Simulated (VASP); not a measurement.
Input of a VASP 6.6.1 run:

INCAR

```
PREC = Accurate
ENCUT = 520
EDIFF = 1E-7
ISMEAR = -1
SIGMA = 0.05
LREAL = F
LASPH = T
NELM = 60
ALGO = Normal
ISIF = 2
LWAVE = F
LCHARG = F
LDIPOL = T
IDIPOL = 3
DIPOL = 0.5 0.5 0.294
GGA = PE
EFIELD = 0.3
LVHAR = T
LVACPOTAV = T
```

KPOINTS

```
Automatic mesh
0
Gamma
  10 10 1
```

File POSCAR:

```
Au
1.0
    2.6622700000      0.0000000000      0.0000000000
    0.0000000000      2.6617000000      0.0000000000
    0.0000000000      0.0000000000     23.8000000000
Au
1
Direct
    0.0000000000      0.5000000000      0.2941200000
```

Potentials or basis: VASP PAW PBE potentials, release 64 (Au).

Launch:

```sh
$ cat potpaw_PBE.64/Au/POTCAR > POTCAR
$ mpirun -np 1 vasp_std > vasp.out
```

**Question.** Predict the band gap on the k mesh.

**Answer.** None (metal or under the smearing width).

The run has no spin-orbit coupling, so splittings on Au are missing.
